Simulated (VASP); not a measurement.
A convergence study with VASP on NbC (rock salt): one setting is varied, all else stays as given below, so the limit is that of these other settings.

```xyz
2
Lattice="0.0000 2.2350 2.2350 2.2350 0.0000 2.2350 2.2350 2.2350 0.0000" Properties=species:S:1:pos:R:3 pbc="T T T"
Nb     0.0000     0.0000     0.0000
C      2.2350     2.2350     2.2350
```

Method: PBE GGA, VASP's PBE PAW potentials (set 64) (plane waves; VASP). The tightest run used: 700 eV cut-off, 24×24×24 Γ-centred mesh, tetrahedra with Blöchl corrections, potentials Nb_sv C.

```tsv
setting	E (eV/atom)	pressure (GPa)	irreducible k-points
3×3×3 mesh	-10.1620	6.19	4
4×4×4 mesh	-10.2833	2.45	8
5×5×5 mesh	-10.2656	2.32	10
6×6×6 mesh	-10.2797	2.27	16
7×7×7 mesh	-10.2710	2.55	20
8×8×8 mesh	-10.2684	2.50	29
9×9×9 mesh	-10.2762	2.37	35
10×10×10 mesh	-10.2737	2.45	47
11×11×11 mesh	-10.2723	2.48	56
```

Task: These are the cheaper rows. Estimate the results at 24×24×24 mesh, and how far the last row shown lies from them.

Result: 
| quantity | tightest run | last row shown is off by |
|---|---|---|
| E (eV/atom) | -10.2736 | 0.0012 |
| pressure (GPa) | 2.45 | 0.03 |

Left out are rungs that failed or repeat a setting and relaxations that didn't move; long series are thinned to 24 rows.

The compound is NbC in the rock salt structure. The cell was not relaxed at this level. The electron count is odd and the run is not spin-polarised, which forces a metal.
